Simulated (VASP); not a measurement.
An input for Ansatz (written as the equivalent of a VASP run, and not itself run):

Ansatz 0.2 input:
```yaml
crystal:
  lattice:
    - [0.0000000, 2.6318287, 2.6318287]
    - [2.6318287, 0.0000000, 2.6318287]
    - [2.6318287, 2.6318287, 0.0000000]
  atoms:
    - { symbol: Na, position: [0.0000000, 1.0000000, 0.0000000] }
    - { symbol: I, position: [0.5000000, 0.5000000, 0.5000000] }
kpoints:
  mp_grid: { grid: [9, 9, 9] }
hamiltonian:
  xc: pbe
  pseudopotentials: { kind: paw }
scf:
  occupations: { method: gaussian, width: 0.05 }
  max_iter: 100
relax:
  max_steps: 40
  f_tol: 0.02
  cell: { p_target: 45 }
output: { forces: true, stress: true, eigenvalues: true }
```

Problem. Write the VASP files for the same calculation (PBE).

Solution. One answer among several that fit: 
### INCAR
```
SIGMA  =  0.05   # width (eV)
EDIFFG  =  -0.02
NELM  =  100   # most electronic steps
LWAVE  =  .FALSE.
LASPH  =  .TRUE.   # aspherical one-centre terms
ENCUT  =  500
ISIF  =  3   # ions, shape and volume
NSW  =  40   # most ionic steps
ALGO  =  Normal
LMAXMIX  =  4   # l cut-off of mixed one-centre charges
SYSTEM  =  NaI
LREAL  =  .FALSE.
PREC  =  Accurate
GGA  =  PE   # PBE
PSTRESS  =  450   # kbar
LCHARG  =  .FALSE.
IBRION  =  2
EDIFF  =  1E-6   # SCF stop (eV)
ISMEAR  =  0   # Gaussian
```

File POSCAR:
```
NaI
1
   -0.0000000000     2.6318287424     2.6318287424
    2.6318287424     0.0000000000     2.6318287424
    2.6318287424     2.6318287424    -0.0000000000
Na I
1 1
Direct
  0.0000000000   1.0000000000   0.0000000000
  0.5000000000   0.5000000000   0.5000000000
```

KPOINTS:
```
Automatic mesh
0
Gamma
9 9 9
0 0 0
```

POTCAR, in this order: Na_pv I (PBE.64 set). Program: vasp_std.

The two are equivalent in intent, not identical: each code has its own PAW files, so the cut-off isn't converted (ENCUT is set for VASP's; basis.ecutwfc is left out, and Ansatz then takes the one that its files recommend); Ansatz stops its SCF on the density residual and VASP on the energy change (EDIFF).

The compound is NaI in the rock salt structure. It was relaxed first under an external pressure of 45 GPa.
